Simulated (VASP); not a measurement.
Data:

```
ZnF2
1.0
    1.27920     0.73855     4.95287
   -1.27920     0.73855     4.95287
    0.00000    -1.47709     4.95287
Zn F
1 2
Direct
  0.00000   0.00000   0.00000
  0.75230   0.75230   0.75230
  0.58100   0.58100   0.58100
```

Calculation: PBE GGA, VASP's PBE PAW potentials (set 64) (plane waves; VASP). Settings: 400 eV cut-off, 8×8×8 Γ-centred mesh, Fermi-Dirac smearing of 0.14 eV, potentials Zn F.

At this cut-off the stress carries a Pulay error, which pulls relaxed volumes low.

Which forces act on the atoms, in eV/Å?

| atom | Fx | Fy | Fz |
|---|---|---|---|
| Zn1 | 0.000 | 0.000 | -0.009 |
| F2 | 0.000 | 0.000 | 1.152 |
| F3 | 0.000 | 0.000 | -1.142 |

Give the stress tensor in GPa (positive for a compressed cell).

```
47.81   0.00   0.00
 0.00  47.81   0.00
 0.00   0.00   9.38
```
The pressure is its mean diagonal, 35.00 GPa.

The structure was generated: ZnF2 was put into an ordered model structure, which need not be its known phase. The cell was not relaxed at this level.
